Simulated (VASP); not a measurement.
An input for Quantum ESPRESSO's pw.x (written as the equivalent of a VASP run, and not itself run):

```
&CONTROL
  calculation = 'vc-relax'
  pseudo_dir = './pseudo'
  outdir = './out'
  tprnfor = .true.
  tstress = .true.
  nstep = 40
  forc_conv_thr = 0.00078
/
&SYSTEM
  ibrav = 0
  nat = 8
  ntyp = 2
  ecutwfc = 96
  occupations = 'smearing'
  smearing = 'methfessel-paxton'
  degauss = 0.00735
  input_dft = 'pbe'
/
&ELECTRONS
  conv_thr = 7.3e-08
  electron_maxstep = 100
/
&IONS
/
&CELL
  press = 100
/
ATOMIC_SPECIES
  Co 58.933 Co.upf
  Si 28.085 Si.upf
CELL_PARAMETERS angstrom
     4.3689185   -0.0000000   -0.0000000
    -0.0000000    4.3689185   -0.0000000
     0.0000000   -0.0000000    4.3689185
ATOMIC_POSITIONS crystal
  Co   0.8536163  0.6463837  0.3536163
  Co   0.3536163  0.8536163  0.6463837
  Co   0.1463837  0.1463837  0.1463837
  Co   0.6463837  0.3536163  0.8536163
  Si   0.1562344  0.3437656  0.6562344
  Si   0.6562344  0.1562344  0.3437656
  Si   0.8437656  0.8437656  0.8437656
  Si   0.3437656  0.6562344  0.1562344
K_POINTS automatic
  7 7 7 0 0 0
```

Translate this input to VASP (INCAR, KPOINTS, POSCAR, choice of POTCAR).

This is not unique; one that fits is 
**KPOINTS**
```
Automatic mesh
0
Gamma
7 7 7
0 0 0
```

INCAR:
```
# general
SYSTEM  = CoSi
PREC    = Accurate
ENCUT   = 500   # plane-wave cut-off (eV)
LREAL   = .FALSE.
LASPH   = .TRUE.   # aspherical one-centre terms

# electronic loop
EDIFF   = 1E-6
NELM    = 100   # most electronic steps
ALGO    = Normal
LMAXMIX = 4   # l cut-off of mixed one-centre charges

# smearing
ISMEAR  = 1   # Methfessel-Paxton
SIGMA   = 0.1

# functional
GGA     = PE

# ions
IBRION  = 2   # conjugate gradients
NSW     = 40
ISIF    = 3
EDIFFG  = -0.02   # ionic stop
PSTRESS = 100   # kbar

# output
LWAVE   = .FALSE.
LCHARG  = .FALSE.
```

File POSCAR:
```
CoSi
1
    4.3689184939    -0.0000000000    -0.0000000000
   -0.0000000000     4.3689184939    -0.0000000000
    0.0000000000    -0.0000000000     4.3689184939
Co Si
4 4
Direct
  0.8536163217   0.6463836783   0.3536163217
  0.3536163217   0.8536163217   0.6463836783
  0.1463836783   0.1463836783   0.1463836783
  0.6463836783   0.3536163217   0.8536163217
  0.1562343896   0.3437656104   0.6562343896
  0.6562343896   0.1562343896   0.3437656104
  0.8437656104   0.8437656104   0.8437656104
  0.3437656104   0.6562343896   0.1562343896
```

POTCAR, in this order: Co Si (PBE.64 set). Program: vasp_std.

What does not carry over: the potentials are each code's own (VASP's PAW set, PseudoDojo norm-conserving files in pw.x), so ENCUT and ecutwfc are chosen apart and not converted; conv_thr bounds pw.x's estimated SCF error, while EDIFF bounds the energy change between steps; forc_conv_thr acts on force components and is met together with etot_conv_thr.

The compound is CoSi in the B20 structure. It was relaxed first under an external pressure of 10 GPa.
